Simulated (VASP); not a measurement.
```yaml
crystal:
  lattice:
    - [6.62668, 0.00000, 0.00000]
    - [0.00000, 3.90506, 0.00000]
    - [0.00000, 0.00000, 8.35768]
  atoms:
    - { symbol: Re, position: [0.74026, 0.25000, 0.58014] }
    - { symbol: Re, position: [0.24026, 0.25000, 0.91986] }
    - { symbol: Re, position: [0.25974, 0.75000, 0.41986] }
    - { symbol: Re, position: [0.75974, 0.75000, 0.08014] }
    - { symbol: Se, position: [0.62698, 0.25000, 0.89510] }
    - { symbol: Se, position: [0.12698, 0.25000, 0.60490] }
    - { symbol: Se, position: [0.37302, 0.75000, 0.10490] }
    - { symbol: Se, position: [0.87302, 0.75000, 0.39510] }
    - { symbol: Se, position: [0.48560, 0.25000, 0.36026] }
    - { symbol: Se, position: [0.98560, 0.25000, 0.13974] }
    - { symbol: Se, position: [0.51440, 0.75000, 0.63974] }
    - { symbol: Se, position: [0.01440, 0.75000, 0.86026] }
```

Level of theory: PBEsol GGA, VASP's PBE PAW potentials (set 64) (plane waves; VASP 6.6.1). Settings: 400 eV cut-off, 5×9×4 Γ-centred mesh, tetrahedra with Blöchl corrections, potentials Re Se.

The cores are frozen, which limits the accuracy of field gradients.

Question: Give the principal components of the electric field gradient (V/Å²) and the asymmetry η at each nucleus.

Answer: 
```csv
atom,Vxx,Vyy,Vzz,η
Re1,163.9,13.6,-177.4,0.85
Re2,163.9,13.6,-177.4,0.85
Re3,163.9,13.6,-177.4,0.85
Re4,163.9,13.6,-177.4,0.85
Se5,44.2,13.2,-57.3,0.54
Se6,44.2,13.2,-57.3,0.54
Se7,44.2,13.2,-57.3,0.54
Se8,44.2,13.2,-57.3,0.54
Se9,39.4,30.0,-69.5,0.14
Se10,39.4,30.0,-69.5,0.14
Se11,39.4,30.0,-69.5,0.14
Se12,39.4,30.0,-69.5,0.14
```

The structure was generated: ReSe2 was put into the cotunnite type (Pnma), which need not be its known phase. It was relaxed first, which changed the volume by -13 %.
